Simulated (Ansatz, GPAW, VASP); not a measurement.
**MoI and the functional, program beside program**

The structure is cubic, space group F-43m (No. 216). The conventional cell has a = 6.358 Å, b = 6.358 Å, c = 6.358 Å, α = 90.00°, β = 90.00°, γ = 90.00°. Mo (site symmetry -43m) has 4 I at 2.75 Å as nearest neighbours. I (site symmetry -43m) is surrounded by 4 Mo at 2.75 Å.

Kept alike: task band structure; k mesh 7 × 7 × 7; occupations fermi-dirac, width 0.05 eV; no spin polarisation. The mesh is that of the run's cell of 2 atoms. No spin-orbit coupling.

- A: Ansatz, Ansatz PAW, made for PBE, cutoff 420 to 500 eV
- B: GPAW; the program's PAW data sets (release 1.2.1) made for this functional (LDA, RPBE, revPBE); GPAW PAW data sets (gpaw-data 1.2.1) (PBE, r2SCAN); PAW data sets generated for this functional (PBEsol), cutoff 600 eV
- C: VASP; LDA PAW files I, Mo_sv, 520 eV (LDA); PBE PAW files I, Mo_sv, 520 eV (PBE, PBEsol, RPBE, r2SCAN, revPBE)

```csv
functional,A: pressure (GPa),B: pressure (GPa),C: pressure (GPa)
LDA,-11.55,-11.18,?
PBE,-7.37,-6.94,-7.40
PBEsol,-10.20,-9.75,-10.20
RPBE,-5.80,-5.31,-5.86
r2SCAN,-8.07,-7.52,-8.12
revPBE,-6.24,-5.77,-6.30
```

Pressure is positive in compression; plane-wave values hold the error of the finite cutoff, which Ansatz corrects. Values on potentials made for another functional: A at LDA, PBEsol, RPBE, r2SCAN, revPBE; B at r2SCAN; C at PBEsol, RPBE, r2SCAN, revPBE. For a metal such a mesh leaves the last digits unconverged.

Problem. Estimate the value left open.

Solution. In the median of the other rows C lies -0.29 GPa from the other columns' mean, which points to -11.65; the run gave -11.51 GPa, +0.15 from it.
